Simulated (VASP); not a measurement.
A convergence study with VASP on In: one setting is varied, all else stays as given below, so the limit is that of these other settings.

```xyz
4
Lattice="3.2597 0.0000 0.0000 0.0000 3.2597 0.0000 0.0000 0.0000 21.4473" Properties=species:S:1:pos:R:3 pbc="T T T"
In     0.0000     0.0000     9.4824
In     1.6299     1.6299     7.0000
In     0.0000     0.0000    14.4473
In     1.6299     1.6299    11.9649
```

All values below come from PBE GGA, VASP's PBE PAW potentials (set 64) (plane waves; VASP). The tightest run used: 600 eV cut-off, 9×9×1 Γ-centred mesh, Fermi-Dirac smearing of 0.10 eV, potentials In_d.

```
setting      E (eV/atom)  largest force (eV/Å)  plane waves
-----------  -----------  --------------------  -----------
ENCUT = 150       1.6585                 0.591          983
ENCUT = 180      -1.9906                 0.110         1275
ENCUT = 210      -2.4342                 0.054         1601
```

These are the cheaper rows. Estimate the results at ENCUT = 600, and how far the last row shown lies from them.

```csv
quantity,tightest run,last row shown is off by
E (eV/atom),-2.4675,0.0332
largest force (eV/Å),0.057,-0.003
```

Left out are rungs that failed or repeat a setting and relaxations that didn't move; long series are thinned to 24 rows.

The cell is a sheet or thin cut with vacuum, built from a generated structure.
